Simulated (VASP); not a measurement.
Here is the system:

```
CELL_PARAMETERS angstrom
      0.00000     2.02500     2.02500
      2.02500     0.00000     2.02500
      2.02500     2.02500     0.00000
ATOMIC_POSITIONS crystal
  Al 0.00000 0.00000 0.00000
```

All values below come from PBE GGA with D3 dispersion (Becke-Johnson damping), VASP's PBE PAW potentials (set 64) (plane waves; VASP). Numerical set-up: 520 eV cut-off, 14×14×14 Γ-centred mesh, first-order Methfessel-Paxton smearing of 0.10 eV, potentials Al.

Energy and stress use the plane-wave basis of the starting cell.

Task: The ions, cell shape and volume are relaxed. Which structure does the run end with?

Result: 
```
CELL_PARAMETERS angstrom
      0.00000     1.98889     1.98889
      1.98889     0.00000     1.98889
      1.98889     1.98889     0.00000
ATOMIC_POSITIONS crystal
  Al 0.00000 0.00000 0.00000
```
Space group Fm-3m (225), at a tolerance of 0.03 Å.

Task: How do energy and volume change from the first to the last step?

Result: The energy (σ→0) changes by -11.7 meV/atom and the volume by -5.3 %, in 3 ionic steps.

The compound is Al in the fcc structure. This run relaxes it. Symmetry was kept, so distortions that lower it aren't found.
